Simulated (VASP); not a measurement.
OSZICAR of a VASP run on BAs (space group F-43m):

OSZICAR:
```
       N       E                     dE             d eps       ncg     rms          rms(c)
DAV:   1     0.554356651913E+01    0.55436E+01   -0.33673E+03   256   0.702E+02
DAV:   2    -0.118101840056E+02   -0.17354E+02   -0.16497E+02   392   0.894E+01
DAV:   3    -0.120134435017E+02   -0.20326E+00   -0.20326E+00   320   0.119E+01
DAV:   4    -0.120136002914E+02   -0.15679E-03   -0.15679E-03   368   0.354E-01
DAV:   5    -0.120136003230E+02   -0.31589E-07   -0.31589E-07   312   0.499E-03    0.486E+00
DAV:   6    -0.114554421030E+02    0.55816E+00   -0.18135E+00   264   0.686E+00    0.241E+00
DAV:   7    -0.113988409744E+02    0.56601E-01   -0.19782E-01   368   0.267E+00    0.949E-01
DAV:   8    -0.113920026625E+02    0.68383E-02   -0.22282E-02   280   0.103E+00    0.116E-01
DAV:   9    -0.113923254612E+02   -0.32280E-03   -0.61863E-04   304   0.197E-01    0.676E-02
DAV:  10    -0.113925191933E+02   -0.19373E-03   -0.30925E-04   312   0.128E-01    0.167E-02
DAV:  11    -0.113925255826E+02   -0.63893E-05   -0.12577E-05   360   0.274E-02    0.141E-02
DAV:  12    -0.113925251363E+02    0.44630E-06   -0.26615E-06   256   0.111E-02
   1 F= -.11392525E+02 E0= -.11392525E+02  d E =-.145695E-13
```

Question: Which electronic solver shows in the log?

Answer: It is blocked Davidson (ALGO = Normal, or the opening steps of other solvers). The INCAR had ALGO = Normal.

Question: Can the final energy be trusted as converged?

Answer: The run converged. It stopped with EDIFF = 1E-6, NELM = 100 (PBE GGA, plane waves, VASP's PBE PAW potentials (set 64)).

The structure comes from a computed database's BAs entry; how it stands against other phases isn't given here. The cell was not relaxed at this level.
